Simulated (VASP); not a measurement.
Consider the following.

```yaml
crystal:
  lattice:
    - [1.65875, -5.07755, 0.00000]
    - [1.65875, 5.07755, 0.00000]
    - [0.00000, 0.00000, 4.16783]
  atoms:
    - { symbol: P, position: [0.10654, 0.89346, 0.92765] }
    - { symbol: P, position: [0.39346, 0.60654, 0.42765] }
    - { symbol: P, position: [0.60654, 0.39346, 0.57235] }
    - { symbol: P, position: [0.89346, 0.10654, 0.07235] }
```

These are PBE GGA with D3 dispersion (Becke-Johnson damping), VASP's PBE PAW potentials (set 64) (plane waves; VASP 6.6.1) values and carry that method's errors. Numerical set-up: 520 eV cut-off, 11×11×8 Γ-centred mesh, tetrahedra with Blöchl corrections, potentials P.

The cores are frozen, which limits the accuracy of field gradients.

Give the principal components of the electric field gradient (V/Å²) and the asymmetry η at each nucleus.

```json
[
 {"atom": "P1", "Vxx": "35.9", "Vyy": "31.3", "Vzz": "-67.2", "η": "0.07"},
 {"atom": "P2", "Vxx": "35.9", "Vyy": "31.3", "Vzz": "-67.2", "η": "0.07"},
 {"atom": "P3", "Vxx": "35.9", "Vyy": "31.3", "Vzz": "-67.2", "η": "0.07"},
 {"atom": "P4", "Vxx": "35.9", "Vyy": "31.3", "Vzz": "-67.2", "η": "0.07"}
]
```

The compound is P in the black structure. It was relaxed first, which changed the volume by -8 %.
